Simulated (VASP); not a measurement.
Sn3Pb5Se8, 16 atoms in the cell. It takes space group R-3m (No. 166, trigonal). The conventional cell has a = 8.553 Å, b = 8.553 Å, c = 20.954 Å, α = 90.00°, β = 90.00°, γ = 120.00°. Sn (site symmetry 2/m) has 6 Se at 2.99 Å as nearest neighbours. Pb (site symmetry -3m) is surrounded by 6 Se at 3.02 Å. Pb (site symmetry -3m) is surrounded by 6 Se at 3.02 Å. Pb (site symmetry 2/m) is surrounded by 6 Se at 3.06 Å. Se (site symmetry m) has 2 Sn at 2.99 Å and 4 Pb at 3.02 to 3.06 Å as nearest neighbours. Se (site symmetry 3m) is surrounded by 3 Sn at 2.99 Å and 3 Pb at 3.06 Å. The cell was built by a generator and needn't be a form met in nature.

| Item | Value |
| --- | --- |
| Program | VASP 6.6.1 |
| Task | band structure |
| Functional | r2SCAN |
| Potentials or basis | VASP PAW PBE potentials, release 64 (Sn_d, Pb_d, Se) |
| Cutoff | 520 eV |
| k mesh | 6 × 6 × 5 |
| Occupations | gaussian, width 0.03 eV |
| Spin | no spin polarisation |
| Further INCAR settings | ALGO = Normal; EDIFF = 1e-06; NBANDS = 94 |

Potentials or basis: VASP PAW PBE potentials, release 64 (Sn_d, Pb_d, Se).

Run with:

```bash
$ cat potpaw_PBE.64/Sn_d/POTCAR potpaw_PBE.64/Pb_d/POTCAR potpaw_PBE.64/Se/POTCAR > POTCAR
$ mpirun -np 4 vasp_std > vasp.out
```

Hardware: 4 MPI ranks on Intel(R) Xeon(R) Platinum 8259CL CPU @ 2.50GHz (Skylake/Cascade Lake), with other jobs on the host.

Question: How long does it take, and how much memory?

Answer: Wall time 69 min on 4 MPI ranks on Intel(R) Xeon(R) Platinum 8259CL CPU @ 2.50GHz (Skylake/Cascade Lake), on a shared host, peak memory 2.9 GiB a rank. Counts: scf iterations 34, k points 55.
